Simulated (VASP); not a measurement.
Output of a VASP run:

OUTCAR:
```
 ion  position               nearest neighbor table
   1  0.000  0.000  0.000-
  LATTYP: Found a body centered cubic cell.
 ALAT       =     6.1000000000
 Subroutine PRICEL returns:
 Original cell was already a primitive cell.
 Subroutine GETGRP returns: Found 48 space group operations
The static configuration has the point symmetry O_h .
The dynamic configuration has the point symmetry O_h .
 Subroutine INISYM returns: Found 48 space group operations
 Subroutine IBZKPT returns following result:
 Found     29 irreducible k-points:

 Following reciprocal coordinates:
            Coordinates               Weight
  0.000000  0.000000  0.000000      1.000000
  0.125000  0.000000  0.000000     12.000000
  0.250000  0.000000  0.000000     12.000000
  0.375000  0.000000  0.000000     12.000000
  0.500000  0.000000  0.000000      6.000000
  0.125000  0.125000  0.000000     24.000000
  0.250000  0.125000  0.000000     48.000000
  0.375000  0.125000  0.000000     48.000000
  0.250000  0.250000  0.000000     24.000000
  0.375000  0.250000 -0.000000     24.000000
  0.125000  0.125000  0.125000      8.000000
  0.250000  0.125000  0.125000     24.000000
  0.375000  0.125000  0.125000     12.000000
 -0.125000  0.125000  0.125000      6.000000
  0.250000  0.250000  0.125000     24.000000
 -0.250000  0.250000  0.125000     24.000000
 -0.375000  0.375000  0.125000     24.000000
 -0.250000  0.375000  0.125000     24.000000
  0.500000  0.500000  0.125000     12.000000
 -0.375000  0.500000  0.125000     48.000000
 -0.375000 -0.375000  0.125000      8.000000
  0.250000  0.250000  0.250000      2.000000
 -0.250000  0.250000  0.250000      6.000000
 -0.375000  0.375000  0.250000     24.000000
  0.500000  0.500000  0.250000     12.000000
 -0.375000  0.500000  0.250000     24.000000
 -0.375000  0.375000  0.375000      6.000000
  0.500000  0.500000  0.375000     12.000000
  0.500000  0.500000  0.500000      1.000000
   k-points           NKPTS =     29   k-points in BZ     NKDIM =     29   number of bands    NBANDS=      8
   number of dos      NEDOS =    301   number of ions     NIONS =      1
   total plane-waves  NPLWV =  64000
   dimension x,y,z NGX =    40 NGY =   40 NGZ =   40
   dimension x,y,z NGXF=    80 NGYF=   80 NGZF=   80
   ions per type =               1
   PREC   = accura    normal or accurate (medium, high low for compatibility)
   ISTART =      0    job   : 0-new  1-cont  2-samecut
   ICHARG =      2    charge: 1-file 2-atom 10-const
   ISPIN  =      1    spin polarized calculation?
   LNONCOLLINEAR =      F non collinear calculations
   LSORBIT =      F    spin-orbit coupling
   INIWAV =      1    electr: 0-lowe 1-rand  2-diag
   ENCUT  =  520.0 eV  38.22 Ry    6.18 a.u.   9.82  9.82  9.82*2*pi/ulx,y,z
   NELM   =    100;   NELMIN=  2; NELMDL= -5     # of ELM steps
   EDIFF  = 0.1E-05   stopping-criterion for ELM
   LREAL  =      F    real-space projection
   NLSPLINE    = F    spline interpolate recip. space projectors
   LMAXMIX     =    4 max onsite mixed and CHGCAR
   VOSKOWN=      0    Vosko Wilk Nusair interpolation
   EDIFFG = -.1E-01   stopping-criterion for IOM
   NSW    =     60    number of steps for IOM
   NBLOCK =      1;   KBLOCK =     60    inner block; outer block
   IBRION =      2    ionic relax: 0-MD 1-quasi-New 2-CG
   NFREE  =      1    steps in history (QN), initial steepest desc. (CG)
   ISIF   =      3    stress and relaxation
   ISYM   =      2    0-nonsym 1-usesym 2-fastsym
   TEIN   =    0.0    initial temperature
   TEBEG  =    0.0;   TEEND  =   0.0 temperature during run
   SMASS  =  -3.00    Nose mass-parameter (am)
   PSTRESS=    0.0 pullay stress
   NELECT =       9.0000    total number of electrons
   EFERMI =   0.00;   METHOD = LEGACY
   ISMEAR =     1;   SIGMA  =   0.10  broadening in eV -4-tet -1-fermi 0-gaus
   IALGO  =     38    algorithm
   LDIAG  =      T    sub-space diagonalisation (order eigenvalues)
...
```

**OSZICAR**
```
       N       E                     dE             d eps       ncg     rms          rms(c)
DAV:   1     0.577945993686E+02    0.57795E+02   -0.29388E+03   464   0.773E+02
DAV:   2     0.666569868862E+01   -0.51129E+02   -0.49838E+02   656   0.121E+02
DAV:   3     0.209763843318E+01   -0.45681E+01   -0.45680E+01   464   0.454E+01
DAV:   4     0.203539104413E+01   -0.62247E-01   -0.62246E-01   864   0.641E+00
DAV:   5     0.203538097946E+01   -0.10065E-04   -0.10065E-04   592   0.802E-02    0.142E-01
DAV:   6     0.203503240113E+01   -0.34858E-03   -0.12536E-03   784   0.192E-01    0.953E-02
DAV:   7     0.203399840314E+01   -0.10340E-02   -0.42168E-03   480   0.350E-01    0.337E-02
DAV:   8     0.203380379563E+01   -0.19461E-03   -0.31869E-04   680   0.921E-02    0.774E-03
DAV:   9     0.203378860108E+01   -0.15195E-04   -0.20508E-05   760   0.201E-02    0.381E-03
DAV:  10     0.203378621074E+01   -0.23903E-05   -0.87054E-06   640   0.127E-02    0.925E-04
DAV:  11     0.203378609620E+01   -0.11454E-06   -0.13125E-07   456   0.195E-03
   1 F= 0.20337861E+01 E0= 0.20347676E+01  d E =0.203379E+01
       N       E                     dE             d eps       ncg     rms          rms(c)
DAV:   1     0.201900938332E+01   -0.14777E-01   -0.29151E-01   464   0.352E+00    0.471E-01
DAV:   2     0.202918450999E+01    0.10175E-01   -0.14145E-02   464   0.752E-01    0.215E-01
DAV:   3     0.203230716560E+01    0.31227E-02   -0.11841E-02   504   0.652E-01    0.448E-02
DAV:   4     0.203231414957E+01    0.69840E-05   -0.46954E-05   592   0.616E-02    0.205E-02
DAV:   5     0.203231190780E+01   -0.22418E-05   -0.11124E-05   584   0.231E-02    0.403E-03
DAV:   6     0.203231349112E+01    0.15833E-05   -0.61932E-07   424   0.727E-03    0.433E-04
DAV:   7     0.203231354460E+01    0.53483E-07   -0.66851E-08   344   0.209E-03
   2 F= 0.20323135E+01 E0= 0.20332999E+01  d E =-.147255E-02
       N       E                     dE             d eps       ncg     rms          rms(c)
DAV:   1     0.190661521332E+01   -0.12570E+00   -0.27077E+00   464   0.109E+01    0.144E+00
DAV:   2     0.200102779327E+01    0.94413E-01   -0.13239E-01   464   0.229E+00    0.655E-01
DAV:   3     0.202963125314E+01    0.28603E-01   -0.10852E-01   504   0.197E+00    0.138E-01
DAV:   4     0.202972442149E+01    0.93168E-04   -0.44993E-04   520   0.192E-01    0.622E-02
DAV:   5     0.202971520956E+01   -0.92119E-05   -0.93830E-05   616   0.676E-02    0.123E-02
DAV:   6     0.202972222444E+01    0.70149E-05   -0.51187E-06   552   0.208E-02    0.141E-03
DAV:   7     0.202972226983E+01    0.45388E-07   -0.46423E-07   400   0.484E-03
   3 F= 0.20297223E+01 E0= 0.20307053E+01  d E =-.406383E-02
       N       E                     dE             d eps       ncg     rms          rms(c)
DAV:   1     0.200651329468E+01   -0.23209E-01   -0.50344E-01   464   0.464E+00    0.620E-01
DAV:   2     0.202413623767E+01    0.17623E-01   -0.24670E-02   464   0.992E-01    0.282E-01
DAV:   3     0.202949119346E+01    0.53550E-02   -0.20390E-02   504   0.857E-01    0.586E-02
DAV:   4     0.202950482569E+01    0.13632E-04   -0.77706E-05   536   0.804E-02    0.276E-02
DAV:   5     0.202950166929E+01   -0.31564E-05   -0.18756E-05   600   0.303E-02    0.525E-03
DAV:   6     0.202950379059E+01    0.21213E-05   -0.90422E-07   344   0.887E-03    0.611E-04
DAV:   7     0.202950388031E+01    0.89722E-07   -0.10077E-07   304   0.266E-03
   4 F= 0.20295039E+01 E0= 0.20304767E+01  d E =-.428222E-02
```

OUTCAR:
```
------------------------ aborting loop because EDIFF is reached ----------------------------------------
  FORCE on cell =-STRESS in cart. coord.  units (eV):
  Direction    XX          YY          ZZ          XY          YZ          ZX
  --------------------------------------------------------------------------------------
  Total        0.0026488      0.0026488      0.0026488      0.0000000      0.0000000     -0.0000000
  in kB        0.0405781      0.0405781      0.0405781      0.0000000      0.0000000     -0.0000000
  external PRESSURE =       0.0405781 kB  Pullay stress =       0.0000000 kB
  volume of cell :      104.59
      direct lattice vectors                 reciprocal lattice vectors
    -2.968055208  2.968055208  2.968055208     0.000000000  0.168460478  0.168460478
     2.968055208 -2.968055208  2.968055208     0.168460478  0.000000000  0.168460478
     2.968055208  2.968055208 -2.968055208     0.168460478  0.168460478  0.000000000
 POSITION                                       TOTAL-FORCE (eV/Angst)
 -----------------------------------------------------------------------------------
      5.93611      0.00000      0.00000         0.000000      0.000000     -0.000000
 -----------------------------------------------------------------------------------
    total drift:                                0.000000      0.000000     -0.000000
  FREE ENERGIE OF THE ION-ELECTRON SYSTEM (eV)
  ---------------------------------------------------
  free  energy   TOTEN  =         2.0295038803 eV

  energy  without entropy=        2.0324223894  energy(sigma->0) =        2.03047672

 reached required accuracy - stopping structural energy minimisation
```
(Selected blocks of OUTCAR.)

POSCAR:
```
Cs
1
   -3.0500000000     3.0500000000     3.0500000000
    3.0500000000    -3.0500000000     3.0500000000
    3.0500000000     3.0500000000    -3.0500000000
Cs
1
Direct
  0.0000000000   0.0000000000   0.0000000000
```

Question: Write an INCAR and KPOINTS that could have produced this output.

Answer: Several could match; the one computed here: the input of the run itself, optB86b-vdW, plane waves, VASP's PBE PAW potentials (set 64).

**KPOINTS**
```
Automatic mesh
0
Gamma
8 8 8
0 0 0
```

INCAR:
```
# general
SYSTEM   = Cs
PREC     = Accurate
ENCUT    = 520   # plane-wave cut-off (eV)
LREAL    = .False.   # projection in real space or not
LASPH    = .True.

# electronic loop
EDIFF    = 1E-6
NELM     = 100   # most electronic steps
ALGO     = Normal   # blocked Davidson
LMAXMIX  = 4   # l cut-off of mixed one-centre charges

# smearing
ISMEAR   = 1
SIGMA    = 0.1   # width (eV)

# functional
GGA      = MK
LUSE_VDW = .True.
AGGAC    = 0.0
PARAM1   = 0.1234
PARAM2   = 1.0

# ions
IBRION   = 2
NSW      = 60   # most ionic steps
ISIF     = 3
EDIFFG   = -0.01   # ionic stop

# output
LWAVE    = .False.
LCHARG   = .False.
```

POTCAR, in this order: Cs_sv (PBE.64 set). Program: vasp_std.

Energy and stress use the plane-wave basis of the starting cell.

The compound is Cs in the bcc structure. This run relaxes it. Symmetry was kept, so distortions that lower it aren't found.
